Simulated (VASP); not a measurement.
Crystal: MgZr2O3.

```
Mg Zr O
1.0
     2.83500   -4.91000    0.00000
     2.83500    4.91000    0.00000
    -1.89268    0.00000    5.34478
Mg Zr O
2 4 6
Direct
  0.83300 0.16700 0.00000
  0.16700 0.83300 0.00000
  0.00000 0.00000 0.50000
  0.33900 0.66100 0.50000
  0.66100 0.33900 0.50000
  0.50000 0.50000 0.00000
  0.06700 0.42500 0.77700
  0.57500 0.93300 0.22300
  0.42500 0.06700 0.77700
  0.93300 0.57500 0.22300
  0.78100 0.78100 0.77300
  0.21900 0.21900 0.22700
```

The cell was built by a generator and needn't be a form met in nature.

* Program: VASP 6.6.1
* Task: relaxation of cell and atoms
* Functional: PBE
* Potentials or basis: VASP PAW PBE potentials, release 64 (Mg, Zr_sv, O)
* Cutoff: 520 eV
* k mesh: 3 × 3 × 3
* Occupations: gaussian, width 0.15 eV
* Spin: no spin polarisation

At the start: pressure -13.0 GPa; volume 12.40 Å³/atom.

Where does the relaxation end?

Over 10 steps the energy falls by 90.0 meV/atom and the volume is 11.36 Å³/atom (-8.4 %); space group C2/m (No. 12, to 0.05 Å).

Step by step:
```
step  energy change (eV)  largest force (eV/Å)  pressure (GPa)  volume (Å³)
   1              0.0000                1.0609          -12.96       148.80
   2             -0.5908                0.9804           12.42       128.17
   3             -0.7794                1.0933            2.47       134.35
   4             -0.9981                0.3115            1.92       134.67
   5             -1.0255                0.4929            1.92       134.80
   6             -1.0574                0.2027           -1.50       137.55
   7             -1.0577                0.2175           -1.46       137.36
   8             -1.0773                0.0870           -0.36       136.68
   9             -1.0783                0.1062           -0.09       136.50
  10             -1.0800                0.0336            0.21       136.34
```

Final structure:
```
CELL_PARAMETERS angstrom
2.68225 -4.64212 0.00556
2.68225 4.64212 0.00556
-1.78148 0.00000 5.47130
ATOMIC_POSITIONS crystal
Mg 0.83299 0.16701 0.00000
Mg 0.16701 0.83299 0.00000
Zr 0.00000 0.00000 0.50000
Zr 0.33623 0.66377 0.50000
Zr 0.66377 0.33623 0.50000
Zr 0.50000 0.50000 0.00000
O 0.07946 0.43113 0.78937
O 0.56887 0.92054 0.21063
O 0.43113 0.07946 0.78937
O 0.92054 0.56887 0.21063
O 0.78300 0.78300 0.79464
O 0.21700 0.21700 0.20536
```

Caveat: the k mesh is coarse (spacing up to 0.45 Å⁻¹), so the values aren't converged.
